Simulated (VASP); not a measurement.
A convergence study with VASP on CsCl (space group no. 221 when undisturbed): a few settings are varied, all else stays as given below, so the limit is that of these other settings. One atom is moved off its site, so that forces are finite.

```
CsCl
1.0
    4.14060     0.00000     0.00000
    0.00000     4.14060     0.00000
    0.00000     0.00000     4.14060
Cs Cl
1 1
Direct
  0.00000   0.00000   0.01208
  0.50000   0.50000   0.50000
```

Calculation: PBE GGA, VASP's PBE PAW potentials (set 64) (plane waves; VASP 6.6.1). The last row used: 300 eV cut-off, 6×6×6 Γ-centred mesh, Fermi-Dirac smearing of 0.020 eV, potentials Cs_sv Cl.

Unless said otherwise, spin-orbit coupling is left out, though it shifts the bands of the heavy elements here. Gaps are read on the run's mesh, which can miss a band edge.

```tsv
setting	E (eV/atom)	pressure (GPa)	largest force (eV/Å)	gap on the mesh (eV)	irreducible k-points
EDIFF = 1E-01	-3.2647	-0.49	0.038	5.183	40
EDIFF = 1E-02	-3.2653	0.86	0.038	5.217	40
EDIFF = 1E-03	-3.2655	0.56	0.039	5.183	40
EDIFF = 1E-04	-3.2656	0.64	0.040	5.201	40
EDIFF = 1E-05	-3.2656	0.64	0.040	5.200	40
EDIFF = 1E-06	-3.2656	0.64	0.040	5.200	40
EDIFF = 1E-07	-3.2656	0.64	0.040	5.201	40
EDIFF = 1E-08	-3.2656	0.64	0.040	5.201	40
EDIFF = 1E-10	-3.2656	0.64	0.040	5.201	40
EDIFF = 1E-12	-3.2656	0.64	0.040	5.201	40
```

Left out are rungs that failed or repeat a setting and relaxations that didn't move; long series are thinned to 24 rows.

The structure is a typed CsCl crystal (space group no. 221). The cell was not relaxed at this level, it is distorted from the ideal structure.
